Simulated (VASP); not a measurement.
VASP ran on this input.

POSCAR:
```
Cu
1
    0.0000000000     1.8050000000     1.8050000000
    1.8050000000     0.0000000000     1.8050000000
    1.8050000000     1.8050000000     0.0000000000
Cu
1
Direct
  0.0000000000   0.0000000000   0.0000000000
```

**INCAR**
```
SYSTEM = Cu
PREC = Accurate
ENCUT = 400
EDIFF = 1E-6
NELM = 60
ALGO = VeryFast
LREAL = .FALSE.
LASPH = .TRUE.
ISMEAR = 1
SIGMA = 0.1
GGA = PE
LMAXMIX = 4
LWAVE = .FALSE.
LCHARG = .FALSE.
ISIF = 2
NELMDL = -1
```

KPOINTS:
```
Automatic mesh
0
Gamma
13 13 13
0 0 0
```

POTCAR, in this order: Cu (PBE.64 set). Program: vasp_std.

The resulting files:

standard output:
```
...
RMM:  40     0.409809275736E+03    0.70428E-02    0.70000E-02  2012   0.126E+00    0.119E-01
RMM:  41     0.409811773852E+03    0.24981E-02    0.25276E-02  1971   0.123E+00    0.802E-02
RMM:  42     0.409817062294E+03    0.52884E-02    0.53068E-02  1935   0.121E+00    0.101E-01
WARNING in EDDRMM: call to ZHEGV failed, returncode =   8  4      6
RMM:  43     0.409818586868E+03    0.15246E-02    0.15321E-02  1908   0.119E+00    0.898E-02
RMM:  44     0.409823022924E+03    0.44361E-02    0.44492E-02  1906   0.117E+00    0.164E-01
RMM:  45     0.409824125829E+03    0.11029E-02    0.10329E-02  1835   0.114E+00    0.168E-01
RMM:  46     0.409827896930E+03    0.37711E-02    0.37566E-02  2007   0.110E+00    0.806E-01
WARNING in EDDRMM: call to ZHEGV failed, returncode =   8  4      1
RMM:  47     0.409828367700E+03    0.47077E-03    0.41918E-03  2131   0.108E+00    0.108E+00
WARNING in EDDRMM: call to ZHEGV failed, returncode =   8  4      5
RMM:  48     0.409831619244E+03    0.32515E-02    0.32241E-02  1995   0.103E+00    0.129E+00
RMM:  49     0.409831754194E+03    0.13495E-03    0.97174E-04  1916   0.100E+00    0.132E+00
WARNING in EDDRMM: call to ZHEGV failed, returncode =   8  4      2
RMM:  50     0.409834205229E+03    0.24510E-02    0.24364E-02  1912   0.964E-01    0.150E+00
WARNING in EDDRMM: call to ZHEGV failed, returncode =   8  4      5
RMM:  51     0.409834418704E+03    0.21347E-03    0.18159E-03  1849   0.938E-01    0.155E+00
WARNING in EDDRMM: call to ZHEGV failed, returncode =   8  4      5
WARNING in EDDRMM: call to ZHEGV failed, returncode =   8  4      7
WARNING in EDDRMM: call to ZHEGV failed, returncode =   8  4      5
WARNING in EDDRMM: call to ZHEGV failed, returncode =   8  4      6
RMM:  52     0.409836487706E+03    0.20690E-02    0.20395E-02  1869   0.910E-01    0.159E+00
WARNING in EDDRMM: call to ZHEGV failed, returncode =   8  4      5
WARNING in EDDRMM: call to ZHEGV failed, returncode =   8  4      6
RMM:  53     0.409836682024E+03    0.19432E-03    0.16248E-03  1805   0.874E-01    0.165E+00
WARNING in EDDRMM: call to ZHEGV failed, returncode =   8  4      5
WARNING in EDDRMM: call to ZHEGV failed, returncode =   8  4      5
WARNING in EDDRMM: call to ZHEGV failed, returncode =   8  4      5
WARNING in EDDRMM: call to ZHEGV failed, returncode =   8  4      5
WARNING in EDDRMM: call to ZHEGV failed, returncode =   8  4      5
RMM:  54     0.409838632463E+03    0.19504E-02    0.19302E-02  1822   0.841E-01    0.179E+00
WARNING in EDDRMM: call to ZHEGV failed, returncode =   8  4      5
RMM:  55     0.409838710582E+03    0.78119E-04    0.57672E-04  1830   0.820E-01    0.183E+00
RMM:  56     0.409840518176E+03    0.18076E-02    0.17940E-02  1785   0.795E-01    0.192E+00
WARNING in EDDRMM: call to ZHEGV failed, returncode =   8  4      2
RMM:  57     0.409840755784E+03    0.23761E-03    0.21334E-03  1757   0.776E-01    0.196E+00
RMM:  58     0.409842497528E+03    0.17417E-02    0.17317E-02  1780   0.756E-01    0.207E+00
RMM:  59     0.409842946554E+03    0.44903E-03    0.43050E-03  1762   0.737E-01    0.213E+00
WARNING in EDDRMM: call to ZHEGV failed, returncode =   8  4      5
RMM:  60     0.409844732925E+03    0.17864E-02    0.17766E-02  1787   0.716E-01

 -----------------------------------------------------------------------------
|                                                                             |
|           W    W    AA    RRRRR   N    N  II  N    N   GGGG   !!!           |
|           W    W   A  A   R    R  NN   N  II  NN   N  G    G  !!!           |
|           W    W  A    A  R    R  N N  N  II  N N  N  G       !!!           |
|           W WW W  AAAAAA  RRRRR   N  N N  II  N  N N  G  GGG   !            |
|           WW  WW  A    A  R   R   N   NN  II  N   NN  G    G                |
|           W    W  A    A  R    R  N    N  II  N    N   GGGG   !!!           |
|                                                                             |
|     The electronic self-consistency was not achieved in the given           |
|     number of steps (NELM). The forces and other quantities evaluated       |
|     might not be reliable so examine the results carefully. If you find     |
|     spurious results, we suggest increasing NELM, if you were close to      |
|     convergence or switching to a different ALGO or adjusting the           |
|     density mixing parameters otherwise.                                    |
|                                                                             |
 -----------------------------------------------------------------------------

   1 F= 0.40984473E+03 E0= 0.40984451E+03  d E =0.680295E-03
```

**OUTCAR**
```
------------------------ aborting loop EDIFF was not reached (unconverged)  ----------------------------
  FORCE on cell =-STRESS in cart. coord.  units (eV):
  Direction    XX          YY          ZZ          XY          YZ          ZX
  --------------------------------------------------------------------------------------
  Total       18.5612712     18.5612712     18.5612712      0.0000000      0.0000000     -0.0000000
  in kB     2528.4634713   2528.4634713   2528.4634713      0.0000000      0.0000000     -0.0000000
  external PRESSURE =    2528.4634713 kB  Pullay stress =       0.0000000 kB
  volume of cell :       11.76
      direct lattice vectors                 reciprocal lattice vectors
     0.000000000  1.805000000  1.805000000    -0.277008310  0.277008310  0.277008310
     1.805000000  0.000000000  1.805000000     0.277008310 -0.277008310  0.277008310
     1.805000000  1.805000000  0.000000000     0.277008310  0.277008310 -0.277008310
 POSITION                                       TOTAL-FORCE (eV/Angst)
 -----------------------------------------------------------------------------------
      0.00000      0.00000      0.00000         0.000000      0.000000      0.000000
 -----------------------------------------------------------------------------------
    total drift:                                0.000000     -0.000000     -0.000000
  FREE ENERGIE OF THE ION-ELECTRON SYSTEM (eV)
  ---------------------------------------------------
  free  energy   TOTEN  =       409.8447329247 eV

  energy  without entropy=      409.8440526293  energy(sigma->0) =      409.84450616
```
(Selected blocks of OUTCAR.)

**Question.** Read the log: what went wrong, and how is it fixed?

**Answer.** The cause: ALGO = VeryFast starts from random orbitals with almost no delay (NELMDL = -1). Convergence was not reached. Against the sound run, the energy per atom (σ→0) increases by 413.572 eV/atom; the pressure goes up by 250.72 GPa. To mend it, set ALGO = Normal, remove NELMDL.

The mended run (PBE GGA, plane waves, VASP's PBE PAW potentials (set 64)) converges, and its OSZICAR ends with
```
   1 F= -.37272869E+01 E0= -.37272742E+01  d E =-.380546E-04
```

The compound is Cu in the fcc structure. The cell was not relaxed at this level.
